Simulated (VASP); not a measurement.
FePt (L1_0): the formation energy from VASP (plane waves, PAW) at several levels of theory. The references are the elements' solids at the same level; no temperature or zero-point terms are added. Spin-orbit coupling is left out, which shifts such energies by up to tenths of an eV for the heavy elements here.

| level | formation energy (eV/atom) |
|---|---|
| LDA | -0.141 |
| PBE | -0.234 |
| PBEsol | -0.207 |
| r2SCAN | -0.344 |

The cell of the LDA run:

```yaml
crystal:
  lattice:
    - [2.65700, 0.00000, 0.00000]
    - [0.00000, 2.65700, 0.00000]
    - [0.00000, 0.00000, 3.68713]
  atoms:
    - { symbol: Fe, position: [0.00000, 0.00000, 0.00000], spin: 2.7 }
    - { symbol: Pt, position: [0.50000, 0.50000, 0.50000], spin: 0.3 }
```

Only levels that ran to the end are used. Left out are those held back, those with too coarse a band path, GW runs whose mesh misses a band edge, hybrids' fits of cells that aren't cubic and levels without matching references; a question may draw on a part of the rest.
